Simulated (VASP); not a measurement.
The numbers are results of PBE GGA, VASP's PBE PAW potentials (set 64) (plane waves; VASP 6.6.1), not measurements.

A VASP calculation is set up with these files.

### POSCAR
```
ZnS
1
    1.9482000000    -3.3743810000     0.0000000000
    1.9482000000     3.3743810000     0.0000000000
    0.0000000000     0.0000000000     6.3852000000
Zn S
2 2
Direct
  0.6666670000   0.3333330000   0.5000000000
  0.3333330000   0.6666670000   0.0000000000
  0.6666670000   0.3333330000   0.8750000000
  0.3333330000   0.6666670000   0.3750000000
```

### KPOINTS
```
Automatic mesh
0
Gamma
9 9 4
0 0 0
```

### INCAR
```
# general
SYSTEM   =  ZnS
PREC     =  Accurate
ENCUT    =  400
LREAL    =  .False.
LASPH    =  .True.

# electronic loop
EDIFF    =  1E-6
NELM     =  100
ALGO     =  Normal
LMAXMIX  =  4

# smearing
ISMEAR   =  0
SIGMA    =  0.05

# functional
GGA      =  PE

# ions
ISIF     =  2

# output
LWAVE    =  .False.
LCHARG   =  .False.
```

POTCAR, in this order: Zn S (PBE.64 set). Program: vasp_std.

The resulting files:

File OUTCAR:
```
 ion  position               nearest neighbor table
   1  0.667  0.333  0.500-   4 2.39   4 2.39   4 2.39   3 2.39
   2  0.333  0.667  0.000-   3 2.39   3 2.39   3 2.39   4 2.39
   3  0.667  0.333  0.875-   2 2.39   2 2.39   2 2.39   1 2.39
   4  0.333  0.667  0.375-   1 2.39   1 2.39   1 2.39   2 2.39
  LATTYP: Found a hexagonal cell.
 ALAT       =     3.8963996680
 C/A-ratio  =     1.6387435951
 Subroutine PRICEL returns:
 Original cell was already a primitive cell.
 Subroutine GETGRP returns: Found 12 space group operations
The static configuration has the point symmetry C_3v.
 The point group associated with its full space group is C_6v.
The dynamic configuration has the point symmetry C_3v.
 Subroutine INISYM returns: Found 12 space group operations
 Subroutine IBZKPT returns following result:
 Found     36 irreducible k-points:

 Following reciprocal coordinates:
            Coordinates               Weight
  0.000000  0.000000  0.000000      1.000000
  0.111111  0.000000  0.000000      6.000000
  0.222222  0.000000  0.000000      6.000000
  0.333333  0.000000  0.000000      6.000000
  0.444444  0.000000  0.000000      6.000000
...
```

### OSZICAR
```
       N       E                     dE             d eps       ncg     rms          rms(c)
DAV:   1     0.213348240229E+03    0.21335E+03   -0.15176E+04  1584   0.162E+03
DAV:   2     0.485154510515E+01   -0.20850E+03   -0.20277E+03  1704   0.337E+02
DAV:   3    -0.141175337973E+02   -0.18969E+02   -0.18899E+02  1890   0.108E+02
DAV:   4    -0.145190073488E+02   -0.40147E+00   -0.40111E+00  1842   0.162E+01
DAV:   5    -0.145269337567E+02   -0.79264E-02   -0.79257E-02  1928   0.221E+00    0.897E+00
DAV:   6    -0.136504354741E+02    0.87650E+00   -0.20176E+00  2452   0.419E+01    0.708E+00
DAV:   7    -0.136814420584E+02   -0.31007E-01   -0.17961E+00  1764   0.766E+00    0.318E+00
DAV:   8    -0.136677072580E+02    0.13735E-01   -0.12991E-01  2114   0.493E+00    0.102E+00
DAV:   9    -0.136678798195E+02   -0.17256E-03   -0.17945E-02  2192   0.278E+00    0.255E-01
DAV:  10    -0.136681078215E+02   -0.22800E-03   -0.19401E-03  1854   0.406E-01    0.163E-01
DAV:  11    -0.136682917353E+02   -0.18391E-03   -0.13070E-04  1868   0.764E-02    0.612E-02
DAV:  12    -0.136683737922E+02   -0.82057E-04   -0.10320E-04  1734   0.653E-02    0.205E-02
DAV:  13    -0.136683736466E+02    0.14566E-06   -0.23797E-06  1604   0.146E-02
   1 F= -.13668374E+02 E0= -.13668374E+02  d E =-.211441E-11
```

OUTCAR:
```
------------------------ aborting loop because EDIFF is reached ----------------------------------------
  FORCE on cell =-STRESS in cart. coord.  units (eV):
  Direction    XX          YY          ZZ          XY          YZ          ZX
  --------------------------------------------------------------------------------------
  Total       -1.3324453     -1.3324450     -1.3476040      0.0000000      0.0000000      0.0000000
  in kB      -25.4289148    -25.4289090    -25.7182078      0.0000000      0.0000000      0.0000000
  external PRESSURE =     -25.5253439 kB  Pullay stress =       0.0000000 kB
  volume of cell :       83.95
      direct lattice vectors                 reciprocal lattice vectors
     1.948200000 -3.374381000  0.000000000     0.256647161 -0.148175325  0.000000000
     1.948200000  3.374381000  0.000000000     0.256647161  0.148175325  0.000000000
     0.000000000  0.000000000  6.385200000     0.000000000  0.000000000  0.156612166
  FREE ENERGIE OF THE ION-ELECTRON SYSTEM (eV)
  ---------------------------------------------------
  free  energy   TOTEN  =       -13.6683736466 eV

  energy  without entropy=      -13.6683736466  energy(sigma->0) =      -13.66837365
```
(Selected blocks of OUTCAR.)

The compound is ZnS in the wurtzite structure, the high-temperature form. The cell was not relaxed at this level. The run is one of a series of settings (KPOINTS 9×9×4 Γ-centred mesh against the base run), some of them coarse on purpose.
